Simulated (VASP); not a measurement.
The system is GeSe (Germanium monoselenide), in a box.

```
CELL_PARAMETERS angstrom
9.00000 0.00000 0.00000
0.00000 9.00000 0.00000
0.00000 0.00000 12.00000
ATOMIC_POSITIONS crystal
Ge 0.50144 0.50233 0.41389
Se 0.50144 0.50233 0.59178
```

Base run:

- Program: VASP 6.6.1
- Functional: BLYP
- Dispersion: D4
- Potentials or basis: VASP PAW PBE potentials, release 64 (Ge_d, Se)
- Cutoff: 520 eV
- k mesh: 1 × 1 × 1
- Occupations: gaussian, width 0.01 eV
- Spin: no spin polarisation

Its results: gap between the frontier levels 3.37 eV; largest force 0.997 eV/Å.

Q: The run is repeated on the same cell with these changes: functional from BLYP to r2SCAN0. What comes out?

A: Gap between the frontier levels 5.34 eV; largest force 0.437 eV/Å.

r2SCAN0 gives the wider gap, since exact exchange removes part of the self-interaction.

Caveats: the PAW data sets were made with another functional, which shifts forces and pressure a little.

